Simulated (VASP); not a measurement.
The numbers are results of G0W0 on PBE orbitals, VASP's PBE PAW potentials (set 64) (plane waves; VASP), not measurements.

Input for VASP

### KPOINTS
```
Automatic mesh
0
Gamma
4 4 2
0 0 0
```

INCAR:
```
SYSTEM = ZnS
PREC = Normal
ENCUT = 500
ALGO = EVGW0
LREAL = .FALSE.
LASPH = .TRUE.
ISMEAR = 0
SIGMA = 0.01
GGA = PE
LWAVE = .FALSE.
LCHARG = .FALSE.
NELMGW = 1
NBANDS = 128
NOMEGA = 64
ENCUTGW = 150
NBANDSGW = 34
LSPECTRALGW = .TRUE.
```

File POSCAR:
```
ZnS
1
    1.9100000000    -3.3082170000     0.0000000000
    1.9100000000     3.3082170000     0.0000000000
    0.0000000000     0.0000000000     6.2600000000
Zn S
2 2
Direct
  0.6666670000   0.3333330000   0.5000000000
  0.3333330000   0.6666670000   0.0000000000
  0.6666670000   0.3333330000   0.8750000000
  0.3333330000   0.6666670000   0.3750000000
```

POTCAR, in this order: Zn_sv_GW S_GW (PBE.64 set). Program: vasp_std. Read from the step before: WAVECAR, WAVEDER.

The resulting files:

OSZICAR:
```
energies w=
    0.000    0.000    1.306    0.000    2.610    0.000    3.909    0.000
    5.200    0.000    6.481    0.000    7.750    0.000    9.006    0.000
   10.248    0.000   11.474    0.000   12.685    0.000   13.879    0.000
   15.058    0.000   16.222    0.000   17.371    0.000   18.507    0.000
   19.631    0.000   20.743    0.000   21.847    0.000   22.942    0.000
   24.031    0.000   25.116    0.000   26.199    0.000   27.283    0.000
   28.368    0.000   29.458    0.000   30.554    0.000   31.661    0.000
   32.780    0.000   33.914    0.000   35.066    0.000   36.241    0.000
   37.441    0.000   38.670    0.000   39.934    0.000   41.236    0.000
   42.582    0.000   43.978    0.000   45.431    0.000   46.949    0.000
   48.538    0.000   50.210    0.000   51.975    0.000   53.845    0.000
   55.836    0.000   57.964    0.000   60.250    0.000   62.718    0.000
   65.394    0.000   68.314    0.000   71.519    0.000   75.057    0.000
   78.992    0.000   83.399    0.000   88.378    0.000   94.053    0.000
  100.587    0.000  108.198    0.000  117.178    0.000  127.938    0.000
  141.065    0.000  157.428    0.000  178.381    0.000  206.144    0.000
NQ=   1    0.0000    0.0000    0.0000,
 performed        239000 updates of chi_q(r,r)
NQ=   2    0.2500    0.0000    0.0000,
 performed        635000 updates of chi_q(r,r)
NQ=   3    0.5000    0.0000    0.0000,
 performed        978000 updates of chi_q(r,r)
NQ=   4    0.2500    0.2500    0.0000,
 performed       1426000 updates of chi_q(r,r)
NQ=   5    0.0000    0.0000    0.5000,
 performed       1665000 updates of chi_q(r,r)
NQ=   6    0.2500    0.0000    0.5000,
 performed       2061000 updates of chi_q(r,r)
NQ=   7    0.5000    0.0000    0.5000,
 performed       2404000 updates of chi_q(r,r)
NQ=   8    0.2500    0.2500    0.5000,
 performed       2852000 updates of chi_q(r,r)
 resolving degeneracies of screened two electron integrals
```

File OUTCAR:
```


 k-point   1 :       0.0000    0.0000    0.0000
  band No.  KS-energies  QP-energies   sigma(KS)   V_xc(KS)     V^pw_x(r,r')   Z            occupation Imag(sigma)

      1    -121.6301    -134.0625     -56.1356     -38.6738     -68.8719       0.7120       2.0000       2.7472
      2    -121.6301    -134.0625     -56.1356     -38.6738     -68.8719       0.7120       2.0000       2.7472
      3     -75.8209     -84.7703     -50.9890     -37.6063     -61.3262       0.6687       2.0000       1.8517
      4     -75.8209     -84.7703     -50.9890     -37.6063     -61.3262       0.6687       2.0000       1.8517
      5     -75.8209     -84.7703     -50.9890     -37.6063     -61.3262       0.6687       2.0000       1.8517
      6     -75.8209     -84.7703     -50.9890     -37.6063     -61.3262       0.6687       2.0000       1.8517
      7     -75.8209     -84.7703     -50.9890     -37.6063     -61.3262       0.6687       2.0000       1.8517
      8     -75.8209     -84.7703     -50.9890     -37.6063     -61.3262       0.6687       2.0000       1.8517
      9      -9.9172     -10.9454     -14.4878     -13.0735     -21.2046       0.7270       2.0000       2.0792
     10      -8.9876      -9.9485     -15.3277     -14.0017     -21.9157       0.7247       2.0000       1.8809
     11      -3.0976      -4.9409     -31.5546     -28.9727     -40.0147       0.7139       2.0000       0.9698
     12      -3.0879      -4.9299     -31.5760     -28.9964     -40.0416       0.7141       2.0000       0.9704
     13      -3.0879      -4.9299     -31.5760     -28.9964     -40.0416       0.7141       2.0000       0.9704
     14      -3.0068      -4.8607     -31.8684     -29.2764     -40.3654       0.7152       2.0000       0.9627
     15      -3.0068      -4.8607     -31.8684     -29.2764     -40.3654       0.7152       2.0000       0.9627
     16      -2.6490      -4.5855     -33.7534     -31.0421     -42.5708       0.7142       2.0000       0.9222
     17      -2.6490      -4.5855     -33.7534     -31.0421     -42.5708       0.7142       2.0000       0.9222
     18      -2.5729      -4.5264     -34.0849     -31.3649     -42.9653       0.7182       2.0000       0.9229
     19      -2.5729      -4.5264     -34.0849     -31.3649     -42.9653       0.7182       2.0000       0.9229
     20      -2.4176      -4.3156     -32.5928     -29.9594     -41.1244       0.7207       2.0000       0.9317
     21      -2.0610      -3.1556     -14.0116     -12.5903     -17.4280       0.7702       2.0000       0.7833
     22       2.3479       1.5273     -16.5873     -15.5325     -19.2639       0.7779       2.0000       0.4344
     23       2.3479       1.5273     -16.5873     -15.5325     -19.2639       0.7779       2.0000       0.4344
     24       3.1611       2.4263     -17.3757     -16.4352     -19.9320       0.7813       2.0000       0.3911
     25       3.2329       2.4993     -17.5263     -16.5849     -20.1149       0.7793       2.0000       0.3920
     26       3.2329       2.4993     -17.5263     -16.5849     -20.1149       0.7793       2.0000       0.3920
     27       5.3963       6.1813     -10.3498     -11.3194      -6.8436       0.8096       0.0000      -0.3628
     28       6.2970       7.1831     -10.5612     -11.6564      -7.0732       0.8091       0.0000      -0.3749
     29       9.5140      10.4628      -9.8699     -11.0422      -6.0420       0.8093       0.0000      -0.4671
     30       9.5140      10.4628      -9.8699     -11.0422      -6.0420       0.8093       0.0000      -0.4671
     31       9.7822      10.7726      -9.8482     -11.0743      -5.9326       0.8077       0.0000      -0.4779
     32      10.8745      11.9294     -10.1650     -11.4782      -6.0856       0.8033       0.0000      -0.5360
     33      10.8745      11.9294     -10.1650     -11.4782      -6.0856       0.8033       0.0000      -0.5360
     34      12.4513      13.2733      -9.7585     -10.7920      -5.1689       0.7953       0.0000      -0.7238

 k-point   2 :       0.2500    0.0000    0.0000
  band No.  KS-energies  QP-energies   sigma(KS)   V_xc(KS)     V^pw_x(r,r')   Z            occupation Imag(sigma)

      1    -121.6302    -133.9066     -56.1358     -38.6739     -68.8721       0.7030       2.0000       2.7475
      2    -121.6302    -133.9066     -56.1358     -38.6739     -68.8721       0.7030       2.0000       2.7475
      3     -75.8212     -84.7140     -50.9882     -37.6062     -61.3257       0.6645       2.0000       1.8517
      4     -75.8212     -84.7140     -50.9882     -37.6062     -61.3257       0.6645       2.0000       1.8517
      5     -75.8212     -84.7140     -50.9882     -37.6062     -61.3257       0.6645       2.0000       1.8517
      6     -75.8212     -84.7140     -50.9882     -37.6062     -61.3257       0.6645       2.0000       1.8517
      7     -75.8212     -84.7140     -50.9882     -37.6062     -61.3257       0.6645       2.0000       1.8517
      8     -75.8212     -84.7140     -50.9882     -37.6062     -61.3257       0.6645       2.0000       1.8517
      9      -9.5338     -10.5363     -14.7569     -13.3778     -21.4024       0.7269       2.0000       1.9983
     10      -8.7954      -9.7481     -15.5428     -14.2307     -22.1150       0.7262       2.0000       1.8399
     11      -3.1009      -4.9019     -30.1833     -27.6729     -38.2863       0.7174       2.0000       0.9644
     12      -3.0351      -4.8775     -31.4790     -28.9059     -39.8899       0.7160       2.0000       0.9640
     13      -3.0244      -4.8754     -31.7954     -29.2074     -40.2873       0.7152       2.0000       0.9654
     14      -2.9364      -4.7862     -31.6009     -29.0257     -39.9962       0.7183       2.0000       0.9554
     15      -2.9024      -4.7717     -32.3021     -29.6955     -40.8681       0.7171       2.0000       0.9578
     16      -2.6951      -4.6206     -33.4222     -30.7263     -42.1829       0.7142       2.0000       0.9282
     17      -2.6618      -4.5759     -32.8955     -30.2279     -41.5221       0.7176       2.0000       0.9285
     18      -2.6387      -4.5783     -33.7858     -31.0747     -42.6160       0.7154       2.0000       0.9243
     19      -2.5576      -4.5155     -34.1407     -31.4180     -43.0293       0.7191       2.0000       0.9211
     20      -2.3331      -4.2121     -33.0281     -30.4223     -41.5898       0.7211       2.0000       0.9239
     21      -1.5602      -2.6342     -15.1282     -13.7322     -18.6363       0.7694       2.0000       0.7293
     22       0.2797      -0.7521     -15.9885     -14.6586     -19.1538       0.7759       2.0000       0.5615
     23       1.0289       0.1131     -17.5831     -16.4000     -20.7326       0.7741       2.0000       0.5063
     24       1.6157       0.7325     -15.8015     -14.6661     -18.5362       0.7779       2.0000       0.4719
     25       2.6047       1.8231     -16.7424     -15.7383     -19.3225       0.7785       2.0000       0.4126
     26       2.7835       2.0087     -17.0151     -16.0200     -19.6345       0.7786       2.0000       0.4115
     27       7.1034       8.0157     -10.8853     -12.0226      -7.2650       0.8021       0.0000      -0.4033
     28       7.3129       8.1751     -10.3579     -11.4231      -6.8349       0.8094       0.0000      -0.3978
     29       9.1035       9.9628      -9.9684     -11.0376      -6.1188       0.8037       0.0000      -0.4773
     30       9.7581      10.6545     -10.0435     -11.1561      -6.1539       0.8057       0.0000      -0.4919
     31      10.2076      11.1971      -9.9943     -11.2224      -6.0211       0.8057       0.0000      -0.5070
     32      11.1610      11.9029      -9.9280     -10.8457      -6.0478       0.8085       0.0000      -0.5310
     33      11.6892      12.6577     -10.0747     -11.2803      -5.8462       0.8033       0.0000      -0.5928
     34      12.0412      12.9771     -10.2907     -11.4576      -6.0730       0.8020       0.0000      -0.6102

 k-point   3 :       0.5000    0.0000    0.0000
  band No.  KS-energies  QP-energies   sigma(KS)   V_xc(KS)     V^pw_x(r,r')   Z            occupation Imag(sigma)

      1    -121.6302    -134.0150     -56.1358     -38.6739     -68.8721       0.7092       2.0000       2.7476
      2    -121.6302    -134.0150     -56.1358     -38.6739     -68.8721       0.7092       2.0000       2.7476
      3     -75.8211     -84.7383     -50.9877     -37.6062     -61.3254       0.6664       2.0000       1.8518
      4     -75.8211     -84.7383     -50.9877     -37.6062     -61.3254       0.6664       2.0000       1.8518
      5     -75.8211     -84.7383     -50.9877     -37.6062     -61.3254       0.6664       2.0000       1.8518
      6     -75.8211     -84.7383     -50.9877     -37.6062     -61.3254       0.6664       2.0000       1.8518
      7     -75.8211     -84.7383     -50.9877     -37.6062     -61.3254       0.6664       2.0000       1.8518
      8     -75.8211     -84.7383     -50.9877     -37.6062     -61.3254       0.6664       2.0000       1.8518
      9      -9.0000      -9.9623     -15.3071     -13.9793     -21.8950       0.7247       2.0000       1.8831
     10      -8.6778      -9.6235     -15.6700     -14.3662     -22.2314       0.7253       2.0000       1.8166
     11      -3.0759      -4.8835     -30.1753     -27.6606     -38.2507       0.7188       2.0000       0.9566
     12      -2.9839      -4.8426     -31.9379     -29.3398     -40.4448       0.7154       2.0000       0.9604
     13      -2.8626      -4.6717     -30.1023     -27.5961     -38.0837       0.7219       2.0000       0.9367
     14      -2.8396      -4.7144     -32.0399     -29.4315     -40.5192       0.7188       2.0000       0.9480
     15      -2.7924      -4.6817     -32.9089     -30.2780     -41.5865       0.7181       2.0000       0.9541
     16      -2.7265      -4.6184     -32.8376     -30.2045     -41.4693       0.7185       2.0000       0.9459
     17      -2.5847      -4.5344     -34.0529     -31.3373     -42.9352       0.7180       2.0000       0.9254
     18      -2.5370      -4.4973     -34.2150     -31.4891     -43.1151       0.7192       2.0000       0.9194
     19      -2.4589      -4.2841     -30.5925     -28.0804     -38.5826       0.7265       2.0000       0.9156
     20      -2.4439      -4.3444     -33.3963     -30.7540     -42.0856       0.7193       2.0000       0.9297
     21      -1.5671      -2.7980     -19.2882     -17.6667     -23.8584       0.7591       2.0000       0.7588
     22      -0.8684      -1.9395     -16.8457     -15.4508     -20.5272       0.7679       2.0000       0.6688
     23      -0.0043      -1.0176     -14.8795     -13.5720     -17.8969       0.7750       2.0000       0.5838
     24       1.0154       0.0954     -14.9280     -13.7414     -17.6700       0.7753       2.0000       0.5093
     25       1.5730       0.6697     -15.9766     -14.8172     -18.7072       0.7791       2.0000       0.4607
     26       2.3520       1.5383     -16.4994     -15.4539     -19.1579       0.7782       2.0000       0.4346
     27       6.8847       7.6195     -10.3216     -11.2251      -6.9910       0.8133       0.0000      -0.3770
     28       7.4524       8.4107     -10.6490     -11.8411      -6.9810       0.8039       0.0000      -0.4131
     29       8.3485       8.9617     -10.2160     -10.9741      -6.8353       0.8089       0.0000      -0.4158
...
```
(Selected blocks of OUTCAR.)

The mesh is coarse and the basis finite, so the quasiparticle values are not converged. VASP warned that its frequency grid is unfit for quasiparticle energies.

The compound is ZnS in the wurtzite structure, the high-temperature form. The cell was not relaxed at this level. The k-mesh is coarse (spacing up to 0.50 per Å, 2π included), so the numbers may not be converged in it.
